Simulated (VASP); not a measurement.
# NaNb (Fm-3m) in VASP: a series of runs

Runs on NaNb. Level: PBE. Tasks: relaxation of cell and atoms.

Everything below comes from runs of VASP 6.6.1. Logs are shortened: lines on timing, memory, paths and dates and some standing lists are left out, and cuts for length are marked.

### Step 1. The crystal as given

The structure is cubic, space group Fm-3m (No. 225). The conventional cell has a = 5.727 Å, b = 5.727 Å, c = 5.727 Å, α = 90.00°, β = 90.00°, γ = 90.00°. Na (site symmetry m-3m) is surrounded by 6 Nb at 2.86 Å. Nb (site symmetry m-3m) is surrounded by 6 Na at 2.86 Å.

The cell was built by a generator and needn't be a form met in nature.

### Step 2. Relaxation of cell and atoms, PBE

The input, INCAR:

```
SYSTEM = NaNb
ALGO = Normal
EDIFF = 1E-7
EDIFFG = -0.02
ENCUT = 600
GGA = PE
IBRION = 2
ISIF = 3
ISMEAR = -1
LASPH = .True.
LCHARG = .False.
LREAL = .False.
LWAVE = .False.
NELM = 80
NSW = 60
PREC = Accurate
SIGMA = 0.05
```

The input, KPOINTS:

```
k-points
0
Gamma
  6 6 6
  0 0 0
```

The input, POSCAR:

```
NaNb
1.0
    0.0000000000      2.8634500000      2.8634500000
    2.8634500000      0.0000000000      2.8634500000
    2.8634500000      2.8634500000      0.0000000000
Na Nb
1 1
Direct
    0.0000000000      0.0000000000      0.0000000000
    0.5000000000      0.5000000000      0.5000000000
```

Potentials or basis: VASP PAW PBE potentials, release 64 (Na_pv, Nb_sv).

On the command line:

```
$ cat potpaw_PBE.64/Na_pv/POTCAR potpaw_PBE.64/Nb_sv/POTCAR > POTCAR
$ mpirun -np 1 vasp_std > vasp.out
```

OUTCAR:

```text
SYSTEM = NaNb
   EDIFF = 1E-7
   EDIFFG = -0.02
   ENCUT = 600
   GGA = PE
   IBRION = 2
   ISIF = 3
   ISMEAR = -1
   LASPH = .True.
   LREAL = .False.
   NELM = 80
   NSW = 60
   PREC = Accurate

 ion  position               nearest neighbor table
   1  0.000  0.000  0.000-   2 2.86   2 2.86   2 2.86   2 2.86   2 2.86   2 2.86
   2  0.500  0.500  0.500-   1 2.86   1 2.86   1 2.86   1 2.86   1 2.86   1 2.86

  LATTYP: Found a face centered cubic cell.
 ALAT       =     5.7269000000

  Lattice vectors:

 A1 = (   0.0000000000,   2.8634500000,   2.8634500000)
 A2 = (   2.8634500000,   0.0000000000,   2.8634500000)
 A3 = (   2.8634500000,   2.8634500000,   0.0000000000)

Analysis of symmetry for initial positions (statically):
=====================================================================
 Subroutine PRICEL returns:
 Original cell was already a primitive cell.

 Routine SETGRP: Setting up the symmetry group for a
 face centered cubic supercell.

 Subroutine GETGRP returns: Found 48 space group operations
 (whereof 48 operations were pure point group operations)
 out of a pool of 48 trial point group operations.

The static configuration has the point symmetry O_h .

Analysis of symmetry for dynamics (positions and initial velocities):
=====================================================================
 Subroutine PRICEL returns:
 Original cell was already a primitive cell.

 Routine SETGRP: Setting up the symmetry group for a
 face centered cubic supercell.

 Subroutine GETGRP returns: Found 48 space group operations
 (whereof 48 operations were pure point group operations)
 out of a pool of 48 trial point group operations.

The dynamic configuration has the point symmetry O_h .

 Subroutine INISYM returns: Found 48 space group operations
 (whereof 48 operations are pure point group operations),
 and found     1 'primitive' translations

----------------------------------------------------------------------------------------

                                     Primitive cell

  volume of cell :      46.9568

  direct lattice vectors                    reciprocal lattice vectors
     0.000000000  2.863450000  2.863450000    -0.174614538  0.174614538  0.174614538
     2.863450000  0.000000000  2.863450000     0.174614538 -0.174614538  0.174614538
     2.863450000  2.863450000  0.000000000     0.174614538  0.174614538 -0.174614538

  length of vectors
     4.049529825  4.049529825  4.049529825     0.302441252  0.302441252  0.302441252

  position of ions in fractional coordinates (direct lattice)
     0.000000000  0.000000000  0.000000000
     0.500000000  0.500000000  0.500000000

  ion indices of the primitive-cell ions
   primitive index   ion index
                 1           1
                 2           2

----------------------------------------------------------------------------------------

 KPOINTS: k-points

Automatic generation of k-mesh.
 Grid dimensions read from file:
 generate k-points for:    6    6    6

 Generating k-lattice:

  Cartesian coordinates                     Fractional coordinates (reciprocal lattice)
    -0.029102423  0.029102423  0.029102423     0.166666667  0.000000000  0.000000000
     0.029102423 -0.029102423  0.029102423     0.000000000  0.166666667  0.000000000
     0.029102423  0.029102423 -0.029102423     0.000000000  0.000000000  0.166666667

  Length of vectors
     0.050406875  0.050406875  0.050406875

  Shift w.r.t. Gamma in fractional coordinates (k-lattice)
     0.000000000  0.000000000  0.000000000

 Subroutine IBZKPT returns following result:
 ===========================================

 Found     16 irreducible k-points:

 Following reciprocal coordinates:
            Coordinates               Weight
  0.000000  0.000000  0.000000      1.000000
  0.166667  0.000000  0.000000      8.000000
  0.333333  0.000000  0.000000      8.000000
  0.500000  0.000000  0.000000      4.000000
  0.166667  0.166667  0.000000      6.000000
  0.333333  0.166667  0.000000     24.000000
[... 8 lines left out ...]
 -0.333333  0.333333  0.166667     24.000000
 -0.333333  0.500000  0.166667     12.000000
   k-points           NKPTS =     16   k-points in BZ     NKDIM =     16   number of bands    NBANDS=     14
   number of dos      NEDOS =    301   number of ions     NIONS =      2
   total plane-waves  NPLWV =  32768
   dimension x,y,z NGX =    32 NGY =   32 NGZ =   32
   dimension x,y,z NGXF=    64 NGYF=   64 NGZF=   64
   ions per type =               1   1
   NGX,Y,Z   is equivalent  to a cutoff of  13.14, 13.14, 13.14 a.u.
   NGXF,Y,Z  is equivalent  to a cutoff of  26.27, 26.27, 26.27 a.u.
 SYSTEM =  NaNb
   PREC   = accura    normal or accurate (medium, high low for compatibility)
   ISTART =      0    job   : 0-new  1-cont  2-samecut
   ICHARG =      2    charge: 1-file 2-atom 10-const
   ISPIN  =      1    spin polarized calculation?
   LNONCOLLINEAR =      F non collinear calculations
   LSORBIT =      F    spin-orbit coupling
   LASPH  =      T    aspherical Exc in radial PAW
   ENCUT  =  600.0 eV  44.10 Ry    6.64 a.u.   8.09  8.09  8.09*2*pi/ulx,y,z
   NELM   =     80;   NELMIN=  2; NELMDL= -5     # of ELM steps
   EDIFF  = 0.1E-06   stopping-criterion for ELM
   LREAL  =      F    real-space projection
   EDIFFG = -.2E-01   stopping-criterion for IOM
   NSW    =     60    number of steps for IOM
   IBRION =      2    ionic relax: 0-MD 1-quasi-New 2-CG
   NFREE  =      1    steps in history (QN), initial steepest desc. (CG)
   ISIF   =      3    stress and relaxation
   ISYM   =      2    0-nonsym 1-usesym 2-fastsym
   POTIM  = 0.5000    time-step for ionic-motion
   TEBEG  =    0.0;   TEEND  =   0.0 temperature during run
   PSTRESS=    0.0 pullay stress
   NELECT =      20.0000    total number of electrons
   NUPDOWN=      -1.0000    fix difference up-down
   EMIN   =  10.00;   EMAX   =-10.00  energy-range for DOS
   EFERMI =   0.00;   METHOD = LEGACY
   ISMEAR =    -1;   SIGMA  =   0.05  broadening in eV -4-tet -1-fermi 0-gaus
   EFERMI_NEDOS =   21; number of points for ismear=-14 and -15
   IALGO  =     38    algorithm
   IMIX   =      4    mixing-type and parameters
     AMIX     =   0.40;   BMIX     =  1.00
     AMIX_MAG =   1.60;   BMIX_MAG =  1.00
  volume/ion in A,a.u.               =      23.48       158.44
  Fermi-wavevector in a.u.,A,eV,Ry     =   1.231739  2.327648 20.642488  1.517180
  Thomas-Fermi vector in A             =   2.366536
   LORBIT       =      0    0 simple, 1 ext, 2 COOP (PROOUT), +10 PAW based schemes
   GGA     = PE    functional components
   LHFCALC =     F    Hartree Fock is set to
   AEXX    =    0.0000 exact exchange contribution
   IVDW    =     0    specifies the selected vdW correction
   LEPSILON=     F    determine dielectric tensor
   LRPA    =     F    only Hartree local field effects (RPA)
 conjugate gradient relaxation of ions
 non-spin polarized calculation
  energy-cutoff  :      600.00
  volume of cell :       46.96
 maximum number of plane-waves:      1588
   NGX = 17   NGY = 17   NGZ = 17

--------------------------------------- Ionic step        1  -------------------------------------------

 number of electron      19.9999994 magnetization

 Free energy of the ion-electron system (eV)
  ---------------------------------------------------
  ext. energy  EPLUGINS =         0.00000000
  ---------------------------------------------------
  free energy    TOTEN  =        -7.02910302 eV

  energy without entropy =       -7.00072781  energy(sigma->0) =       -7.01491542

------------------------ aborting loop because EDIFF is reached ----------------------------------------

  FORCE on cell =-STRESS in cart. coord.  units (eV):
  Direction    XX          YY          ZZ          XY          YZ          ZX
  --------------------------------------------------------------------------------------
  -------------------------------------------------------------------------------------
  Total       -0.7101987     -0.7101987     -0.7101987      0.0000000     -0.0000000      0.0000000
  in kB      -24.2321339    -24.2321339    -24.2321339      0.0000000     -0.0000000      0.0000000
  external PRESSURE =     -24.2321339 kB  Pullay stress =       0.0000000 kB

 VOLUME and BASIS-vectors are now :
 -----------------------------------------------------------------------------
  energy-cutoff  :      600.00
  volume of cell :       46.96
      direct lattice vectors                 reciprocal lattice vectors
     0.000000000  2.863450000  2.863450000    -0.174614538  0.174614538  0.174614538
     2.863450000  0.000000000  2.863450000     0.174614538 -0.174614538  0.174614538
     2.863450000  2.863450000  0.000000000     0.174614538  0.174614538 -0.174614538
[... 37 lines left out ...]
 POSITION                                       TOTAL-FORCE (eV/Angst)
 -----------------------------------------------------------------------------------
      2.81440     -0.00000      2.81440        -0.000000      0.000000      0.000000
      2.81440      2.81440      2.81440         0.000000     -0.000000     -0.000000
 -----------------------------------------------------------------------------------
    total drift:                                0.000000     -0.000000      0.000000

  FREE ENERGIE OF THE ION-ELECTRON SYSTEM (eV)
  ---------------------------------------------------
  free  energy   TOTEN  =        -7.0506005769 eV

  energy  without entropy=       -7.0244337261  energy(sigma->0) =       -7.03751715

--------------------------------------- Ionic step        3  -------------------------------------------

 number of electron      20.0000009 magnetization

 Free energy of the ion-electron system (eV)
  ---------------------------------------------------
  ext. energy  EPLUGINS =         0.00000000
  ---------------------------------------------------
  free energy    TOTEN  =        -7.05104432 eV

  energy without entropy =       -7.02518502  energy(sigma->0) =       -7.03811467

 E-fermi :   4.8880     XC(G=0):  -9.8860

 val. band max:        4.8747211615   @ k =   0.1667   0.0000   0.0000
 cond. band min:       5.0120589085   @ k =  -0.3333   0.1667   0.0000
 fundamental gap:      0.1373377470
 Fermi energy:         4.8879751353

 k-point     1 :       0.0000    0.0000    0.0000
  band No.  band energies     occupation
      1     -50.4417      2.00000
      2     -26.4485      2.00000
      3     -26.4485      2.00000
      4     -26.4485      2.00000
      5     -18.3590      2.00000
      6     -18.3590      2.00000
      7     -18.3590      2.00000
      8       0.3901      2.00000
      9       4.7430      1.89568
     10       4.7430      1.89568
     11       4.7430      1.89568
     12       5.3047      0.00048
     13       5.3047      0.00048
     14      13.6703      0.00000

 k-point     2 :       0.1667    0.0000    0.0000
  band No.  band energies     occupation
      1     -50.4408      2.00000
      2     -26.4621      2.00000
      3     -26.4502      2.00000
      4     -26.4502      2.00000
      5     -18.3677      2.00000
      6     -18.3629      2.00000
      7     -18.3629      2.00000
      8       0.8616      2.00000
      9       4.5460      1.99786
     10       4.8747      1.13177
[... 262 lines left out ...]
 POSITION                                       TOTAL-FORCE (eV/Angst)
 -----------------------------------------------------------------------------------
      0.00000      0.00000      0.00000         0.000000      0.000000      0.000000
      2.80706      2.80706      2.80706        -0.000000     -0.000000     -0.000000
 -----------------------------------------------------------------------------------
    total drift:                                0.000000     -0.000000      0.000000

  FREE ENERGIE OF THE ION-ELECTRON SYSTEM (eV)
  ---------------------------------------------------
  free  energy   TOTEN  =        -7.0510443181 eV

  energy  without entropy=       -7.0251850182  energy(sigma->0) =       -7.03811467

 reached required accuracy - stopping structural energy minimisation
```

Run time: 19 s. Hardware: 1 thread of Intel Xeon Platinum 8488C (Sapphire Rapids), shared host; peak memory 0.18 GiB.

Results:

| Item | Value |
| --- | --- |
| Free energy | -7.0510 eV |
| Relaxed volume | 22.12 Å³/atom |
| Relaxed cell | a = 3.970 Å, b = 3.970 Å, c = 3.970 Å, α = 60.00°, β = 60.00°, γ = 60.00° |
| Space group after relaxing (to 0.05 Å) | Fm-3m (No. 225) |
| Energy gained by relaxing | 11.0 meV/atom |
| Ionic steps | 3 |
| Pressure after relaxing | 0.0 GPa |
| Band gap on the k mesh | none (metal or under the smearing width) |

Step by step:
```csv
step,energy change (eV),largest force (eV/Å),pressure (GPa),volume (Å³)
1,0.0000,0.0000,-2.42,46.96
2,-0.0215,0.0000,-0.37,44.58
3,-0.0219,0.0000,-0.03,44.24
```

Final structure:
```
Na Nb
1.0
     0.00000    2.80706    2.80706
     2.80706    0.00000    2.80706
     2.80706    2.80706    0.00000
Na Nb
1 1
Cartesian
  0.0000 0.0000 0.0000
  2.8071 2.8071 2.8071
```

Levels at points of the mesh, in eV from the Fermi level:
```csv
k point,band 7,band 8,band 9,band 10,band 11,band 12,band 13,band 14
"(0.00, 0.00, 0.00)",-23.25,-4.50,-0.14,-0.14,-0.14,0.42,0.42,8.78
"(0.50, 0.00, 0.00)",-23.26,-2.17,-0.15,-0.13,-0.13,1.36,1.36,2.79
"(0.50, 0.50, 0.00)",-23.25,-1.61,-1.39,0.58,1.04,1.60,1.60,3.27
```

### Step 3. Relaxation of cell and atoms, PBE, spin-orbit coupling, no magnetisation

Edit INCAR of step 2 so:

```diff
@@ -6,2 +6,3 @@
 GGA = PE
+GGA_COMPAT = .False.
 IBRION = 2
@@ -11,4 +12,9 @@
 LCHARG = .False.
+LMAXMIX = 4
+LNONCOLLINEAR = .True.
+LORBIT = 11
 LREAL = .False.
+LSORBIT = .True.
 LWAVE = .False.
+MAGMOM = 0 0 0 0 0 0
 NELM = 80
```

KPOINTS is that of step 2.

POSCAR is that of step 2.

Potentials or basis: VASP PAW PBE potentials, release 64 (Na_pv, Nb_sv).

On the command line:

```
$ cat potpaw_PBE.64/Na_pv/POTCAR potpaw_PBE.64/Nb_sv/POTCAR > POTCAR
$ mpirun -np 1 vasp_ncl > vasp.out
```

Wall time 99 s (1 thread of Intel Xeon Platinum 8488C (Sapphire Rapids), shared host); peak memory 0.33 GiB.

The run converged. Its results:

```
Free energy                                           : -7.1543 eV
Relaxed volume                                        : 22.14 Å³/atom
Relaxed cell                                          : a = 3.971 Å, b = 3.971 Å, c = 3.971 Å, α = 60.00°, β = 60.00°, γ = 60.00°
Space group after relaxing (to 0.05 Å)                : Fm-3m (No. 225)
Energy gained by relaxing                             : 10.3 meV/atom
Ionic steps                                           : 3
Pressure after relaxing                               : 0.0 GPa
Valence electrons inside the program's atomic spheres : Na 6.22; Nb 10.49
```

The path:
| step | energy change (eV) | largest force (eV/Å) | pressure (GPa) | volume (Å³) |
| --- | --- | --- | --- | --- |
| 1 | 0.0000 | 0.0000 | -2.35 | 46.96 |
| 2 | -0.0202 | 0.0000 | -0.38 | 44.66 |
| 3 | -0.0207 | 0.0000 | -0.01 | 44.29 |

Final structure:
```cif
data_structure
_symmetry_space_group_name_H-M 'P 1'
_symmetry_Int_Tables_number 1
_cell_length_a 3.9713
_cell_length_b 3.9713
_cell_length_c 3.9713
_cell_angle_alpha 60.000
_cell_angle_beta 60.000
_cell_angle_gamma 60.000
_cell_volume 44.29
loop_
_atom_site_label
_atom_site_type_symbol
_atom_site_fract_x
_atom_site_fract_y
_atom_site_fract_z
_atom_site_occupancy
Na1 Na 0.00000 0.00000 0.00000 1
Nb1 Nb 0.50000 0.50000 0.50000 1
```

### Step 4. For comparison

An earlier run on the cell as given: functional PBE; potentials or basis VASP PAW PBE potentials, release 64 (Na_pv, Nb_sv); cutoff 520 eV; k mesh 8 × 8 × 8; occupations fermi-dirac, width 0.05 eV; no spin polarisation.

* Pressure: -2.4 GPa
* Band gap on the k mesh: none (metal or under the smearing width)

### Step 5. Overview

```csv
task,spin,cell,k mesh,cutoff (eV),gap on the mesh (eV),pressure (GPa),relaxed volume (Å³/atom)
relaxation of cell and atoms,off,relaxed,6 × 6 × 6,600,none,0.0,22.12
relaxation of cell and atoms,"SOC, no magnetisation",relaxed,6 × 6 × 6,600,-,0.0,22.14
single point,off,as given,8 × 8 × 8,520,none,-2.4,-
```

Alike in all rows: level PBE; potentials or basis VASP PAW PBE potentials, release 64 (Na_pv, Nb_sv); smearing fermi-dirac 0.05 eV.

Total energies depend on the potentials used, so only differences within one code and one set of settings carry meaning.
